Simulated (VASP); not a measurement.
# RePd with RPBE: from relaxation to properties, part 4 of 4

What structure does RePd take at this level, and what are its properties? The cell is invented: it takes the structure of a Materials Project entry for ReOs (space group 187 there), with some of its atoms replaced by other elements, volume scaled by an estimate. It may not be a known or stable phase. The atoms of the start are displaced at random from the sites of a P-6m2 cell.

VASP 6.6.1, plane waves and PAW; the level of theory is named at each step.

Still holding for the runs below: This run has no spin polarisation. Its electron count is odd, so without a moment it is a metal by construction. The k-mesh is coarse for a metal.

So far. Step 6 (Total and projected DOS (RPBE)): The finer mesh and the other smearing move the Fermi level by +0.07 eV from the 8×8×4 run, one measure of the sampling error in the zero of the bands above. Of the states within 0.3 eV of the Fermi level, the largest shares in the PAW spheres are Re d 50 % and Pd d 34 %. The rest lies in smaller channels or between the spheres. The relaxed cell has a = 2.754, c = 4.579 Å (conventional setting).

## 8. Core levels (RPBE)

This step: RPBE; plane waves and PAW (Re, Pd); invented cell (VASP 6.6.1).

ICORELEVEL = 1 prints the core eigenvalues in the potential of the ground state.

INCAR

```
SYSTEM = RePd
PREC = Accurate
ENCUT = 400
EDIFF = 1E-06
NELM = 100
ISMEAR = 1
SIGMA = 0.2
LREAL = .FALSE.
ALGO = Normal
GGA = RP
LORBIT = 11
LWAVE = .FALSE.
LCHARG = .FALSE.
ICORELEVEL = 1
```

POSCAR

```
RePd
1.0
    2.7537323737      0.0000000000      0.0000000000
   -1.3768661919      2.3848021963      0.0000000000
    0.0000000000      0.0000000000      4.5790916973
Re Pd
1 1
Direct
    0.0000000000      0.0000000000      0.0000000000
    0.3333333330      0.6666666670      0.5000000000
```

KPOINTS

```
Automatic mesh
0
Gamma
8 8 4
0 0 0
```

Potentials, in the order of the species: Re and Pd (PBE family, release 64).

Run with:

```sh
$ mpirun -np 1 vasp_std
```

The program printed:

```text
[... set-up lines as in an earlier step ...]
 entering main loop
       N       E                     dE             d eps       ncg     rms          rms(c)
[... 14 cycles as in an earlier step ...]
   1 F= -.16177334E+02 E0= -.16177944E+02  d E =0.182987E-02
```

Elapsed: 4.2 s, on 1 MPI rank of Intel Xeon 6975P-C (Granite Rapids), shared host; peak memory 0.13 GiB.

Parts of OUTCAR (step 8):

```text
   NELECT =      17.0000    total number of electrons

 the core state eigenenergies are
   1-  1s -71621.8158  2s -12405.0394  2p -10821.3370  3s  -2861.7342  3p  -2394.9753
       3d  -1866.7240  4s   -586.4822  4p   -433.4255  4d   -241.6151  4f    -28.7040
       5s    -71.3463  5p    -33.0821
   2-  1s -24152.0261  2s  -3518.4362  2p  -3153.1864  3s   -626.8409  3p   -506.8381
       3d   -316.3868  4s    -75.8375  4p    -41.5385

 E-fermi :   9.1467

[... 19 parts as in an earlier step ...]

[... 2 further parts left out ...]
```

These are scalar-relativistic Kohn-Sham levels of the ground state, with no core hole, so they are not binding energies.

Numbers from this step:

- SCF cycles: 14
- bands: 12
- irreducible k-points: 30
- free energy (TOTEN): -16.18 eV
- energy at zero smearing: -16.18 eV
- Fermi energy: 9.147 eV
- pressure: -0.1130 GPa

Kohn-Sham core levels. Core levels, by row:

```csv
atom,shell,level below the Fermi level (eV)
Re1,1s,71631
Re1,2s,12414
Re1,2p,10830
Re1,3s,2871
Re1,3p,2404
Re1,3d,1876
Re1,4s,595.6
Re1,4p,442.6
Re1,4d,250.8
Re1,4f,37.85
Re1,5s,80.49
Re1,5p,42.23
Pd2,1s,24161
Pd2,2s,3528
Pd2,2p,3162
Pd2,3s,636
Pd2,3p,516
Pd2,3d,325.5
Pd2,4s,84.98
Pd2,4p,50.69
```

## 9. Band structure (RPBE) with a changed input

Levels along the symmetry lines show where the bands peak and cross; KPOINTS_OPT computes them in the converged potential. Some settings are moved from the usual, to see what they do.

INCAR: that of step 8 with these lines changed.

```diff
@@ -3,3 +3,3 @@
 ENCUT = 400
-EDIFF = 1E-06
+EDIFF = 1E-05
 NELM = 100
@@ -13,2 +13 @@
 LCHARG = .FALSE.
-ICORELEVEL = 1
```

POSCAR is that of step 8.

KPOINTS is that of step 8.

KPOINTS_OPT

```
Line mode
16
Line-mode
Reciprocal
  0.00000000   0.00000000   0.00000000 GAMMA
  0.50000000   0.00000000   0.00000000 M

  0.50000000   0.00000000   0.00000000 M
  0.33333333   0.33333333   0.00000000 K

  0.33333333   0.33333333   0.00000000 K
  0.00000000   0.00000000   0.00000000 GAMMA

  0.00000000   0.00000000   0.00000000 GAMMA
  0.00000000   0.00000000   0.50000000 A

  0.00000000   0.00000000   0.50000000 A
  0.50000000   0.00000000   0.50000000 L

  0.50000000   0.00000000   0.50000000 L
  0.33333333   0.33333333   0.50000000 H

  0.33333333   0.33333333   0.50000000 H
  0.00000000   0.00000000   0.50000000 A

  0.50000000   0.00000000   0.50000000 L
  0.50000000   0.00000000   0.00000000 M

  0.33333333   0.33333333   0.00000000 K
  0.33333333   0.33333333   0.50000000 H
```

Run with:

```sh
$ mpirun -np 1 vasp_std
```

The program printed:

```text
[... set-up lines as in an earlier step ...]
 entering main loop
       N       E                     dE             d eps       ncg     rms          rms(c)
[... 9 cycles as in an earlier step ...]
DAV:  10    -0.161773230910E+02    0.55015E-03   -0.10371E-03  1168   0.950E-01    0.863E-02
DAV:  11    -0.161773329772E+02   -0.98862E-05   -0.13532E-04  1028   0.126E-01    0.148E-02
DAV:  12    -0.161773352571E+02   -0.22800E-05   -0.68770E-06   400   0.670E-02
   1 F= -.16177335E+02 E0= -.16177948E+02  d E =0.183936E-02
 Start KPOINTS_OPT (optional k-point list driver)
k-point batch [1-30\144]
       N       E                     dE             ncg
DAV:   1     0.464075864300E+04   -0.99709E+04     1224
DAV:   2     0.286818759372E+04   -0.17726E+04     1104
DAV:   3     0.283385427551E+04   -0.34333E+02     1232
DAV:   4     0.283353827380E+04   -0.31600E+00      920
DAV:   5     0.283352435007E+04   -0.13924E-01     1104
DAV:   6     0.283352420396E+04   -0.14611E-03      672
DAV:   7     0.283352418611E+04   -0.17853E-04      692
DAV:   8     0.283352418064E+04   -0.54707E-05      496
[...]
k-point batch [121-144\144]
       N       E                     dE             ncg
DAV:   1     0.791737348107E+04   -0.13025E+05      968
DAV:   2     0.647967812779E+04   -0.14377E+04      900
DAV:   3     0.645388411496E+04   -0.25794E+02      952
DAV:   4     0.645368366430E+04   -0.20045E+00      704
DAV:   5     0.645367258011E+04   -0.11084E-01      928
DAV:   6     0.645367240967E+04   -0.17045E-03      592
DAV:   7     0.645367239581E+04   -0.13859E-04      552
DAV:   8     0.645367239084E+04   -0.49721E-05      424
```

It took 11 s on 1 MPI rank; peak memory 0.14 GiB.

Parts of OUTCAR (step 9):

```text
   NELECT =      17.0000    total number of electrons

 E-fermi :   9.1472

 k-point     1 :       0.0000    0.0000    0.0000
  band No.  band energies     occupation
    ...
      6       6.9361      2.00000
      7       6.9361      2.00000
      8       7.8353      2.00000
      9       7.8353      2.00000
     10       9.0969      1.41123
     11      10.9757     -0.00000
     12      10.9757     -0.00000

  Total       -0.0322205     -0.0322205     -0.0226438      0.0000000      0.0000000      0.0000000
  in kB       -1.7166782     -1.7166782     -1.2064415      0.0000000      0.0000000      0.0000000
  external PRESSURE =      -1.5465993 kB  Pullay stress =       0.0000000 kB

 POSITION                                       TOTAL-FORCE (eV/Angst)
 -----------------------------------------------------------------------------------
      0.00000      0.00000      0.00000        -0.000000     -0.000000      0.000000
     -0.00000      1.58987      2.28955         0.000000      0.000000      0.000000
 -----------------------------------------------------------------------------------
    total drift:                                0.000000     -0.000000     -0.000000

  FREE ENERGIE OF THE ION-ELECTRON SYSTEM (eV)
  ---------------------------------------------------
  free  energy   TOTEN  =       -16.1773352571 eV

  energy  without entropy=      -16.1791746178  energy(sigma->0) =      -16.17794838

[... 8 parts as in an earlier step ...]

[... 9 further parts left out ...]
```

This step gave:

| Property | Result |
| --- | --- |
| SCF cycles | 12 |
| pressure | -0.1547 GPa |

The electronic bands at the labelled points (eV, zero at the Fermi level; # counts the bands kept in this run):

```csv
point,#5,#6,#7,#8,#9,#10
Γ,-3.15,-2.21,-2.21,-1.31,-1.31,-0.05
0.53 of the way,-2.80,-2.78,-1.96,-1.96,-0.91,1.05
M,-2.72,-2.63,-1.67,-0.65,1.69,2.62
0.53 of the way,-3.15,-2.47,-2.06,0.17,0.95,1.03
K,-3.79,-2.46,-1.41,-0.14,0.49,0.70
0.47 of the way,-3.26,-2.55,-1.87,-1.40,-1.20,1.39
Γ,-3.15,-2.21,-2.21,-1.31,-1.31,-0.05
0.53 of the way,-3.34,-2.43,-2.43,-1.69,-0.92,-0.92
A,-3.38,-2.70,-2.59,-2.59,-0.61,-0.61
0.53 of the way,-3.09,-2.42,-2.11,-2.00,0.51,1.05
L,-2.53,-0.90,-0.69,0.35,0.53,2.21
0.53 of the way,-3.12,-2.50,-1.12,-0.19,0.19,1.78
H,-3.50,-2.33,-1.56,-1.26,0.00,1.70
0.47 of the way,-3.60,-3.04,-2.28,-1.48,0.67,0.80
A,-3.38,-2.70,-2.59,-2.59,-0.61,-0.61
jump to L,-2.53,-0.90,-0.69,0.35,0.53,2.21
0.53 of the way,-2.96,-1.99,-0.66,-0.10,1.10,2.02
M,-2.72,-2.63,-1.67,-0.65,1.69,2.62
jump to K,-3.79,-2.46,-1.41,-0.14,0.49,0.70
0.47 of the way,-3.63,-2.40,-1.49,-0.32,-0.06,1.13
H,-3.50,-2.33,-1.56,-1.26,0.00,1.70
```

Of the projections kept (Re, Pd), the largest for each band there, as a share of the weight inside these atoms' spheres; weight between the spheres isn't counted:

```csv
point,#5,#6,#7,#8,#9,#10
Γ,Pd 0.51,Pd 0.94,Pd 0.94,Re 0.98,Re 0.98,Pd 0.53
M,Pd 0.73,Re 0.56,Re 0.61,Pd 1.00,Re 0.78,Pd 0.59
K,Pd 0.95,Re 0.87,Re 0.69,Pd 0.52,Re 0.57,Re 0.59
Γ,Pd 0.51,Pd 0.94,Pd 0.94,Re 0.98,Re 0.98,Pd 0.53
A,Pd 0.96,Re 0.84,Pd 0.68,Pd 0.68,Re 0.65,Re 0.65
L,Pd 0.99,Pd 0.75,Pd 0.96,Re 0.92,Re 0.78,Pd 0.78
```

Against the sound run “Band structure (RPBE)”, the energy at zero smearing moves by -0.0 meV an atom, the pressure by -0.04 GPa and the Fermi level by +0.00 eV.

## 10. Summary of results

```yaml
relaxed_volume: 15.04 Å³/atom
relaxed_conventional_cell_a_b_c: 2.754, 2.754, 4.579 Å; angles 90.0, 90.0, 120.0°
space_group_after_relaxing_within_0p02_a: P-6m2 (No. 187)
band_gap: none, a metal
dos_at_the_fermi_level: 1.78 states/eV/cell
band_gap_rpbe_soc: none, a metal
shallowest_level_of_the_frozen_cores: Re1 4f, 37.9 eV deep
```

**Reading.** With RPBE, RePd relaxes to 15.04 Å³/atom in space group P-6m2 and comes out as a metal. Band structure (RPBE): Of the bands kept, 3 cross the Fermi level on this path. Bands along the symmetry lines (RPBE + SOC): Of the bands kept, 6 cross the Fermi level on this path (spinor bands, one electron each). Band structure (RPBE) with a changed input: Of the bands kept, 3 cross the Fermi level on this path. LASPH was switched on together with spin-orbit coupling, so shifts put down to the coupling hold both changes, and that of the mesh where it differs. The k-sampling is coarse for a metal, so the Fermi level, pressures and the shape of the cell carry errors. With an odd electron count and no spin the cell is a metal by construction. No search among competing phases was made. All values are for a static lattice at zero temperature.

[Lines on the potential files, build, host, timing and source positions are cut from VASP's logs without a mark.]

[Logs are printed without paths, hosts, clocks, repeated set-up lines and the standing remarks that a program may print on its own settings, such as how far it seeks lower states.]

[Hosts, paths, dates, database ids (printed as entryN), source tags and the programs' standing remarks are cut or masked in the printed files.]

[A measured line is paired with the nearest computed mode of its activity, which favours agreement.]

[In band tables of VASP the shares of atoms and orbitals are scaled to a sum of 1 inside the atoms' spheres.]
